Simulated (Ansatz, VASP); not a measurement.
# W2N in two plane-wave programs

Wanted: the spread between two codes on one cell, functional and k mesh. The cell is taken from a series of runs on this material, whose earlier steps may have relaxed, scaled, displaced or heated it; both programs get it as it stands.

Main program and level: Ansatz 0.2.0; plane waves, with VASP 6.6.1 beside it; PBE.

### Step 1. The structure

The cell holds 3 atoms: 1 N and 2 W. Its edges and angles: a = 2.863 Å, b = 2.801 Å, c = 29.624 Å, α = 90.0°, β = 90.0°, γ = 120.7°. Vacuum lies along c.

Coordinates:

```xyz
3
Lattice="2.8631 0.0000 0.0000 -1.4315 2.4073 0.0000 0.0000 0.0000 29.6237" Properties=species:S:1:pos:R:3
N     0.0000    0.0000   10.0000
W     0.0000    1.6216   11.4207
W     1.4315    0.7857    8.5793
```

### Step 2. VASP: zone-centre phonons, PBE

Second derivatives magnify differences that forces hide, and they need a tight electronic threshold.

Lines of VASP's logs that name or quote its potential files are left out, and so is its time.

INCAR reads:

```
SYSTEM = W2N
PREC = Accurate
ENCUT = 600
EDIFF = 1E-08
NELM = 120
ISMEAR = 1
SIGMA = 0.2
LREAL = .FALSE.
ALGO = Normal
GGA = PE
NBANDS = 14
LASPH = .TRUE.
LORBIT = 11
LWAVE = .FALSE.
LCHARG = .FALSE.
ISIF = 2
IBRION = 8
GGA_COMPAT = .FALSE.
NELMDL = -8
KPAR = 2
```

POSCAR reads:

```
W2N
1.0
    2.8630638329      0.0000000000      0.0000000000
   -1.4315319165      2.4072679729      0.0000000000
    0.0000000000      0.0000000000     29.6237063742
N W
1 2
Direct
    0.0000000000      0.0000000000      0.3375674831
    0.3368043233      0.6736086466      0.3855264073
    0.6631956767      0.3263913534      0.2896085589
```

KPOINTS reads:

```
Automatic mesh
0
Gamma
18 18 1
0 0 0
```

Potentials, in the order of the species: N and W (PBE family, release 64).

Started as:

```bash
mpirun -np 2 vasp_std
```

Numbers of over 12 decimals in the logs are rounded to 6 here.

What it wrote:

```text
[banner, memory and clock lines left out]
running    2 mpi-ranks, on    1 nodes
 distrk:  each k-point on    1 cores,    2 groups
 distr:  one band on    1 cores,    1 groups

 POSCAR found type information on POSCAR N W
 POSCAR found :  2 types and       3 ions
 LDA part: xc-table for (Slater+PW92), standard interpolation
 POSCAR, INCAR and KPOINTS ok, starting setup
 FFT: planning ... GRIDC
 FFT: planning ... GRID_SOFT
 FFT: planning ... GRID
 WAVECAR not read
 entering main loop
       N       E                     dE             d eps       ncg     rms          rms(c)
DAV:   1     0.126023997744E+03    0.12602E+03   -0.59133E+03  2548   0.953E+02
DAV:   2    -0.174396062640E+02   -0.14346E+03   -0.13603E+03  4512   0.195E+02
DAV:   3    -0.345124634914E+02   -0.17073E+02   -0.16624E+02  3612   0.822E+01
DAV:   4    -0.351234206720E+02   -0.61096E+00   -0.59568E+00  3602   0.176E+01
DAV:   5    -0.351409071042E+02   -0.17486E-01   -0.17459E-01  3736   0.247E+00
DAV:   6    -0.351414593032E+02   -0.55220E-03   -0.55199E-03  3874   0.366E-01
DAV:   7    -0.351414676919E+02   -0.83887E-05   -0.83886E-05  3726   0.401E-02
DAV:   8    -0.351414679179E+02   -0.22599E-06   -0.22577E-06  3856   0.513E-03    0.322E+01
DAV:   9    -0.319241638353E+02    0.32173E+01   -0.15318E+01  3720   0.280E+01    0.126E+01
DAV:  10    -0.315549672633E+02    0.36920E+00   -0.25518E+00  3434   0.129E+01    0.727E+00
DAV:  11    -0.314568135333E+02    0.98154E-01   -0.50407E-01  3594   0.583E+00    0.106E+00
DAV:  12    -0.314474858593E+02    0.93277E-02   -0.45848E-02  3242   0.164E+00    0.619E-01
DAV:  13    -0.314467797423E+02    0.70612E-03   -0.42432E-03  3520   0.469E-01    0.782E-02
DAV:  14    -0.314466639618E+02    0.11578E-03   -0.28375E-04  3332   0.140E-01    0.331E-02
[...]
DAV:  22    -0.314467465274E+02   -0.59242E-05   -0.27227E-07  2900   0.140E-03    0.200E-04
DAV:  23    -0.314467490578E+02   -0.25303E-05   -0.51388E-08  2560   0.604E-04    0.115E-04
DAV:  24    -0.314467506123E+02   -0.15545E-05   -0.42099E-08  2566   0.506E-04    0.697E-05
DAV:  25    -0.314467510858E+02   -0.47350E-06   -0.83058E-09  2266   0.280E-04    0.119E-04
DAV:  26    -0.314467512824E+02   -0.19668E-06   -0.27790E-09  2084   0.188E-04    0.105E-04
DAV:  27    -0.314467513203E+02   -0.37854E-07   -0.42109E-10  1622   0.763E-05    0.107E-05
DAV:  28    -0.314467513470E+02   -0.26738E-07   -0.30505E-10  1640   0.555E-05    0.976E-06
DAV:  29    -0.314467513539E+02   -0.68355E-08   -0.44528E-11  1442   0.287E-05
   1 F= -.31446751E+02 E0= -.31447236E+02  d E =0.145542E-02
 Linear response reoptimize wavefunctions to high precision
DAV:   1    -0.314467513562E+02   -0.23863E-08   -0.56234E-12  1976   0.169E-05
DAV:   2    -0.314467513562E+02    0.36380E-11    0.21094E-11  1436   0.692E-06
 Linear response DOF=           6
 Linear response progress:
  Degree of freedom:   1/  6
       N       E                     dE             d eps       ncg     rms          rms(c)
RMM:   1    -0.224416306583E+00   -0.22442E+00    0.21074E-01  5815   0.319E+00
RMM:   2    -0.225778418055E+00   -0.13621E-02   -0.99887E-03  4145   0.702E-01    0.258E-01
RMM:   3    -0.226909774490E+00   -0.11314E-02   -0.13537E-03  4283   0.211E-01    0.141E-01
RMM:   4    -0.228548182419E+00   -0.16384E-02   -0.59748E-04  3912   0.157E-01    0.268E-02
RMM:   5    -0.228473673509E+00    0.74509E-04   -0.41937E-05  4620   0.419E-02    0.430E-03
RMM:   6    -0.228425075190E+00    0.48598E-04   -0.26899E-06  4585   0.873E-03    0.970E-04
RMM:   7    -0.228413204305E+00    0.11871E-04   -0.16367E-07  4702   0.183E-03    0.406E-04
RMM:   8    -0.228413288294E+00   -0.83989E-07   -0.50285E-08  4760   0.504E-04    0.912E-05
RMM:   9    -0.228413482332E+00   -0.19404E-06   -0.43698E-08  4902   0.152E-04    0.252E-05
RMM:  10    -0.228413324075E+00    0.15826E-06    0.28921E-08  4846   0.603E-05    0.927E-06
RMM:  11    -0.228413375154E+00   -0.51079E-07   -0.91496E-09  4774   0.338E-05    0.328E-06
RMM:  12    -0.228413401888E+00   -0.26734E-07    0.39539E-10  5003   0.217E-05    0.916E-07
RMM:  13    -0.228413403856E+00   -0.19676E-08    0.96901E-09  4177   0.173E-05    0.455E-07
 first order change of Fermi-energy   0.30535E-02
 force on displaced ion       1 direction 1 :  -4.238   0.000   0.000
 Linear response progress:
  Degree of freedom:   2/  6
       N       E                     dE             d eps       ncg     rms          rms(c)
RMM:   1    -0.225026476307E+00   -0.22503E+00    0.19483E-01  5768   0.318E+00
RMM:   2    -0.225588030637E+00   -0.56155E-03   -0.10244E-02  4120   0.692E-01    0.255E-01
RMM:   3    -0.226774082158E+00   -0.11861E-02   -0.14097E-03  4258   0.210E-01    0.139E-01
RMM:   4    -0.228467641985E+00   -0.16936E-02   -0.56749E-04  3927   0.154E-01    0.380E-02
RMM:   5    -0.228486968042E+00   -0.19326E-04   -0.88130E-05  4386   0.532E-02    0.354E-02
RMM:   6    -0.228387743519E+00    0.99225E-04   -0.19853E-05  4073   0.265E-02    0.289E-03
RMM:   7    -0.228337909314E+00    0.49834E-04   -0.22739E-06  4506   0.708E-03    0.757E-04
RMM:   8    -0.228336845790E+00    0.10635E-05   -0.14644E-07  4763   0.166E-03    0.361E-04
RMM:   9    -0.228334361380E+00    0.24844E-05   -0.12289E-07  4697   0.555E-04    0.921E-05
RMM:  10    -0.228334924691E+00   -0.56331E-06   -0.99670E-08  4912   0.184E-04    0.396E-05
[...]
RMM:  15    -0.228334809084E+00   -0.75099E-08   -0.70303E-09  4432   0.287E-05    0.139E-06
 first order change of Fermi-energy  -0.60496E-02
 force on displaced ion       1 direction 2 :   0.000  -3.876  -0.265
 Linear response progress:
  Degree of freedom:   3/  6
       N       E                     dE             d eps       ncg     rms          rms(c)
RMM:   1    -0.270405975092E+00   -0.27041E+00    0.30313E-01  5607   0.336E+00
RMM:   2    -0.272275574039E+00   -0.18696E-02   -0.92693E-03  4209   0.723E-01    0.641E-01
RMM:   3    -0.273055028882E+00   -0.77945E-03   -0.17514E-03  4277   0.249E-01    0.400E-01
RMM:   4    -0.279600666965E+00   -0.65456E-02   -0.36534E-03  4871   0.265E-01    0.317E-01
RMM:   5    -0.274776194028E+00    0.48245E-02   -0.23987E-03  4711   0.220E-01    0.323E-02
RMM:   6    -0.274488383821E+00    0.28781E-03   -0.11777E-04  4171   0.597E-02    0.705E-03
RMM:   7    -0.274445205519E+00    0.43178E-04   -0.10215E-05  4732   0.139E-02    0.280E-03
RMM:   8    -0.274425732878E+00    0.19473E-04   -0.28984E-06  4633   0.306E-03    0.106E-03
RMM:   9    -0.274422901495E+00    0.28314E-05    0.57110E-08  4843   0.982E-04    0.250E-04
RMM:  10    -0.274423680814E+00   -0.77932E-06   -0.39653E-08  4544   0.460E-04    0.129E-04
RMM:  11    -0.274423732572E+00   -0.51758E-07    0.23781E-07  4549   0.325E-04    0.891E-05
RMM:  12    -0.274423691151E+00    0.41421E-07    0.26030E-07  4599   0.326E-04    0.562E-05
RMM:  13    -0.274423694480E+00   -0.33295E-08   -0.88789E-08  4726   0.189E-04    0.270E-05
 first order change of Fermi-energy  -0.58858E-03
 force on displaced ion       1 direction 3 :   0.000  -0.265 -18.193
 Linear response progress:
  Degree of freedom:   4/  6
       N       E                     dE             d eps       ncg     rms          rms(c)
RMM:   1    -0.109750330449E+00   -0.10975E+00   -0.98659E-02  7717   0.201E+00
RMM:   2    -0.107050658097E+00    0.26997E-02   -0.44579E-03  7061   0.430E-01    0.197E-01
RMM:   3    -0.106048984736E+00    0.10017E-02   -0.64743E-04  7625   0.132E-01    0.117E-01
RMM:   4    -0.105478954812E+00    0.57003E-03   -0.61626E-04  7467   0.149E-01    0.269E-02
RMM:   5    -0.105487360269E+00   -0.84055E-05   -0.54871E-05  8304   0.320E-02    0.233E-02
RMM:   6    -0.105480328753E+00    0.70315E-05   -0.10225E-05  7797   0.159E-02    0.222E-03
RMM:   7    -0.105482182966E+00   -0.18542E-05   -0.11830E-06  8616   0.396E-03    0.788E-04
RMM:   8    -0.105481286273E+00    0.89669E-06   -0.11095E-08  8662   0.106E-03    0.309E-04
RMM:   9    -0.105480904410E+00    0.38186E-06    0.90183E-08  8594   0.402E-04    0.694E-05
RMM:  10    -0.105480702441E+00    0.20197E-06   -0.18653E-08  8822   0.163E-04    0.268E-05
RMM:  11    -0.105480713103E+00   -0.10662E-07   -0.56927E-08  8810   0.675E-05    0.758E-06
RMM:  12    -0.105480727755E+00   -0.14652E-07   -0.31857E-09  9018   0.351E-05    0.318E-06
RMM:  13    -0.105480735386E+00   -0.76307E-08   -0.10515E-09  8757   0.242E-05    0.726E-07
 first order change of Fermi-energy  -0.20113E-02
 force on displaced ion       2 direction 1 :  -3.325   0.007   0.008
 Linear response progress:
  Degree of freedom:   5/  6
       N       E                     dE             d eps       ncg     rms          rms(c)
RMM:   1    -0.110254196953E+00   -0.11025E+00   -0.10017E-01  4277   0.202E+00
RMM:   2    -0.107432551095E+00    0.28216E-02   -0.43805E-03  3909   0.429E-01    0.200E-01
RMM:   3    -0.106346726034E+00    0.10858E-02   -0.65719E-04  4162   0.136E-01    0.118E-01
RMM:   4    -0.105731642605E+00    0.61508E-03   -0.65927E-04  4112   0.155E-01    0.189E-02
RMM:   5    -0.105747458605E+00   -0.15816E-04   -0.41000E-05  4677   0.227E-02    0.580E-03
RMM:   6    -0.105748867963E+00   -0.14094E-05   -0.44306E-06  4540   0.869E-03    0.655E-03
RMM:   7    -0.105748129140E+00    0.73882E-06   -0.98012E-07  4351   0.480E-03    0.991E-04
RMM:   8    -0.105747844262E+00    0.28488E-06   -0.11320E-07  4749   0.124E-03    0.609E-04
RMM:   9    -0.105746944163E+00    0.90010E-06   -0.58571E-09  4602   0.581E-04    0.117E-04
RMM:  10    -0.105746771214E+00    0.17295E-06    0.38962E-08  5043   0.191E-04    0.401E-05
RMM:  11    -0.105746693962E+00    0.77252E-07   -0.25551E-08  4690   0.875E-05    0.121E-05
RMM:  12    -0.105746710343E+00   -0.16381E-07   -0.11006E-08  5040   0.380E-05    0.532E-06
RMM:  13    -0.105746717791E+00   -0.74473E-08   -0.70152E-09  4604   0.320E-05    0.291E-06
 first order change of Fermi-energy  -0.59240E-01
 force on displaced ion       2 direction 2 :   0.000  -3.662  -0.443
 Linear response progress:
  Degree of freedom:   6/  6
       N       E                     dE             d eps       ncg     rms          rms(c)
RMM:   1    -0.160319427490E+00   -0.16032E+00   -0.94040E-02  4421   0.198E+00
RMM:   2    -0.157092172869E+00    0.32273E-02   -0.53486E-03  3948   0.485E-01    0.513E-01
RMM:   3    -0.157076105274E+00    0.16068E-04   -0.57278E-04  4443   0.128E-01    0.303E-01
RMM:   4    -0.160057576810E+00   -0.29815E-02   -0.24763E-03  5136   0.224E-01    0.270E-01
RMM:   5    -0.157127150009E+00    0.29304E-02   -0.14729E-03  4941   0.168E-01    0.280E-02
RMM:   6    -0.157122099044E+00    0.50510E-05   -0.41605E-05  4515   0.357E-02    0.833E-03
RMM:   7    -0.157096980218E+00    0.25119E-04   -0.42647E-06  4576   0.129E-02    0.220E-03
RMM:   8    -0.157092717214E+00    0.42630E-05   -0.41758E-07  4715   0.349E-03    0.717E-04
RMM:   9    -0.157091107397E+00    0.16098E-05    0.12456E-07  4742   0.101E-03    0.278E-04
RMM:  10    -0.157089736650E+00    0.13707E-05   -0.17038E-07  4660   0.428E-04    0.749E-05
RMM:  11    -0.157089551096E+00    0.18555E-06    0.36644E-08  4836   0.194E-04    0.455E-05
RMM:  12    -0.157089567140E+00   -0.16044E-07    0.31458E-08  4529   0.130E-04    0.219E-05
RMM:  13    -0.157089764469E+00   -0.19733E-06   -0.20343E-08  4666   0.126E-04    0.198E-05
RMM:  14    -0.157089802851E+00   -0.38382E-07    0.11305E-08  4688   0.715E-05    0.615E-06
RMM:  15    -0.157089821349E+00   -0.18498E-07   -0.17007E-08  4831   0.379E-05    0.512E-06
RMM:  16    -0.157089856972E+00   -0.35622E-07   -0.19650E-08  4632   0.444E-05    0.217E-06
RMM:  17    -0.157089876659E+00   -0.19687E-07   -0.32922E-09  4538   0.302E-05    0.204E-06
RMM:  18    -0.157089877171E+00   -0.51225E-09   -0.10937E-08  4230   0.187E-05    0.537E-07
 first order change of Fermi-energy  -0.59977E+00
 force on displaced ion       2 direction 3 :   0.000  -0.372 -10.973
 Linear response finished
```

From OUTCAR (step 2):

```text
ion  position               nearest neighbor table
   1  0.000  0.000  0.338-   2 2.16   3 2.16   2 2.16   3 2.16   2 2.16   3 2.16
   2  0.337  0.674  0.386-   1 2.16   1 2.16   1 2.16   3 3.25   3 3.29   3 3.29
   3  0.663  0.326  0.290-   1 2.16   1 2.16   1 2.16   2 3.25   2 3.29   2 3.29

  LATTYP: Found a base centered orthorhombic cell.
 ALAT       =     2.8630638329
 B/A-ratio  =     1.6816027259
 C/A-ratio  =    10.3468550138

 Subroutine GETGRP returns: Found  4 space group operations
 (whereof  2 operations were pure point group operations)

The static configuration has the point symmetry C_1h.
 The point group associated with its full space group is C_2h.

 Found     91 irreducible k-points:

   k-points           NKPTS =     91   k-points in BZ     NKDIM =     91   number of bands    NBANDS=     14

   dimension x,y,z NGX =    24 NGY =   24 NGZ =  240
   dimension x,y,z NGXF=    48 NGYF=   48 NGZF=  480

   ENCUT  =  600.0 eV  44.10 Ry    6.64 a.u.   5.72  5.59 59.17*2*pi/ulx,y,z

   NELECT =      17.0000    total number of electrons

 k-points in reciprocal lattice and weights: Automatic mesh
   0.00000000  0.00000000  0.00000000       0.003
   0.05555556  0.00000000  0.00000000       0.012
   0.11111111  0.00000000  0.00000000       0.012
   0.16666667  0.00000000  0.00000000       0.012
   0.22222222  0.00000000  0.00000000       0.012
   0.27777778  0.00000000  0.00000000       0.012
   0.33333333  0.00000000  0.00000000       0.012
   0.38888889  0.00000000  0.00000000       0.012
   0.44444444  0.00000000  0.00000000       0.012
[...]
0.11111111  0.44444444  0.00000000       0.006
   0.00000000  0.50000000  0.00000000       0.003

 average (electrostatic) potential at core
       1 -73.4877       2 -49.1179       3 -49.1179

  Total       -3.0950749     -1.5531420     -0.1084867      0.0000000      0.0016318     -0.0000000
  in kB      -24.2877275    -12.1878440     -0.8513188      0.0000000      0.0128048     -0.0000000
  external PRESSURE =     -12.4422968 kB  Pullay stress =       0.0000000 kB

  energy-cutoff  :      600.00
  volume of cell :      204.17
      direct lattice vectors                 reciprocal lattice vectors
     2.863063833  0.000000000  0.000000000     0.349276180  0.207704338  0.000000000
    -1.431531917  2.407267973  0.000000000     0.000000000  0.415408675  0.000000000
     0.000000000  0.000000000 29.623706374     0.000000000  0.000000000  0.033756748

 POSITION                                       TOTAL-FORCE (eV/Angst)
 -----------------------------------------------------------------------------------
      0.00000      0.00000     10.00000         0.000000      0.000000      0.000000
     -0.00000      1.62156     11.42072        -0.000000      0.000603     -0.025748
      1.43153      0.78571      8.57928         0.000000     -0.000603      0.025748
 -----------------------------------------------------------------------------------
    total drift:                               -0.000000      0.000000     -0.000001

 Eigenvectors and eigenvalues of the dynamical matrix
 ----------------------------------------------------

   1 f  =   18.158528 THz   114.093399 2PiTHz  605.703313 cm-1    75.097606 meV
             X         Y         Z           dx          dy          dz
      0.000000  0.000000 10.000000    -0.000000    0.018070    0.981367
     -0.000000  1.621557 11.420721     0.000000   -0.002751   -0.135234
      1.431532  0.785711  8.579279     0.000000   -0.002751   -0.135234

   2 f  =    8.763878 THz    55.065069 2PiTHz  292.331500 cm-1    36.244470 meV
             X         Y         Z           dx          dy          dz
      0.000000  0.000000 10.000000    -0.981429    0.000000   -0.000000
     -0.000000  1.621557 11.420721     0.135642   -0.000000    0.000000
      1.431532  0.785711  8.579279     0.135642   -0.000000    0.000000

   3 f  =    8.374509 THz    52.618595 2PiTHz  279.343567 cm-1    34.634173 meV
             X         Y         Z           dx          dy          dz
      0.000000  0.000000 10.000000     0.000000    0.981453   -0.017799
     -0.000000  1.621557 11.420721    -0.000000   -0.134918    0.003735
      1.431532  0.785711  8.579279    -0.000000   -0.134918    0.003735

   4 f  =    4.146738 THz    26.054723 2PiTHz  138.320290 cm-1    17.149523 meV
             X         Y         Z           dx          dy          dz
      0.000000  0.000000 10.000000    -0.000000    0.000000    0.000000
     -0.000000  1.621557 11.420721    -0.000000    0.063902    0.704213
      1.431532  0.785711  8.579279     0.000000   -0.063902   -0.704213

   5 f  =    2.663598 THz    16.735877 2PiTHz   88.848053 cm-1    11.015750 meV
             X         Y         Z           dx          dy          dz
      0.000000  0.000000 10.000000     0.000000    0.000000    0.000000
     -0.000000  1.621557 11.420721     0.000000   -0.704213    0.063902
      1.431532  0.785711  8.579279    -0.000000    0.704213   -0.063902

   6 f  =    2.452139 THz    15.407241 2PiTHz   81.794540 cm-1    10.141226 meV
             X         Y         Z           dx          dy          dz
      0.000000  0.000000 10.000000     0.000000   -0.000000    0.000000
     -0.000000  1.621557 11.420721     0.707107    0.000000   -0.000000
      1.431532  0.785711  8.579279    -0.707107   -0.000000    0.000000

   7 f/i=    0.002721 THz     0.017096 2PiTHz    0.090760 cm-1     0.011253 meV
             X         Y         Z           dx          dy          dz
      0.000000  0.000000 10.000000     0.191826    0.000000   -0.000000
     -0.000000  1.621557 11.420721     0.693975    0.000000   -0.000000
      1.431532  0.785711  8.579279     0.693975    0.000000   -0.000000

   8 f/i=    0.007610 THz     0.047814 2PiTHz    0.253834 cm-1     0.031471 meV
             X         Y         Z           dx          dy          dz
      0.000000  0.000000 10.000000     0.000000   -0.182334    0.057834
     -0.000000  1.621557 11.420721     0.000000   -0.661162    0.211114
      1.431532  0.785711  8.579279     0.000000   -0.661162    0.211114

   9 f/i=    0.016105 THz     0.101188 2PiTHz    0.537190 cm-1     0.066603 meV
             X         Y         Z           dx          dy          dz
      0.000000  0.000000 10.000000    -0.000000    0.056372    0.182364
     -0.000000  1.621557 11.420721    -0.000000    0.211315    0.661157
      1.431532  0.785711  8.579279    -0.000000    0.211315    0.661157

 ELASTIC MODULI CONTR FROM IONIC RELAXATION (kBar)
 Direction    XX          YY          ZZ          XY          YZ          ZX
 --------------------------------------------------------------------------------
 XX        -404.9530   -327.0075   -383.1828      0.0000     29.6827     -0.0000
 YY        -327.0075   -357.7532   -375.3919      0.0000    -45.3724      0.0000
 ZZ        -383.1828   -375.3919   -409.0273      0.0000    -20.7354      0.0000
 XY           0.0000      0.0000      0.0000     -9.4669      0.0000     31.2423
 YZ          29.6827    -45.3724    -20.7354      0.0000    -53.4979      0.0000
 ZX          -0.0000      0.0000      0.0000     31.2423      0.0000   -103.1044
 --------------------------------------------------------------------------------
```

This run has no spin polarisation, so a moment on W, if there is one, isn't seen. Its electron count is odd, so without a moment it is a metal by construction.

[end of part 1 of 2]

[Lines on the potential files, build, host, timing and source positions are cut from VASP's logs without a mark.]

[Logs are printed without paths, hosts, clocks, repeated set-up lines and the standing remarks that a program may print on its own settings, such as how far it seeks lower states.]

[Hosts, paths, dates, database ids (printed as entryN), source tags and the programs' standing remarks are cut or masked in the printed files.]
